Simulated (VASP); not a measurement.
Consider the following.

```xyz
1
Lattice="-1.6500 1.6500 1.6500 1.6500 -1.6500 1.6500 1.6500 1.6500 -1.6500" Properties=species:S:1:pos:R:3 pbc="T T T"
Nb     0.0000     0.0000     0.0000
```

The numbers are results of RPBE GGA, VASP's PBE PAW potentials (set 64) (plane waves; VASP), not measurements. Settings: 520 eV cut-off, 14×14×14 Γ-centred mesh, first-order Methfessel-Paxton smearing of 0.10 eV, potentials Nb_sv.

Energy and stress use the plane-wave basis of the starting cell.

Task: The ions, cell shape and volume are relaxed. Give the cell that the relaxation ends in.

Result: 
```xyz
1
Lattice="-1.6647 1.6647 1.6647 1.6647 -1.6647 1.6647 1.6647 1.6647 -1.6647" Properties=species:S:1:pos:R:3 pbc="T T T"
Nb     0.0000     0.0000     0.0000
```
Space group Im-3m (229), at a tolerance of 0.03 Å.

Task: How do energy and volume change from the first to the last step?

Result: The energy (σ→0) changes by -6.2 meV/atom and the volume by +2.7 %, in 3 ionic steps.

The compound is Nb in the bcc structure. This run relaxes it. Symmetry was kept, so distortions that lower it aren't found.
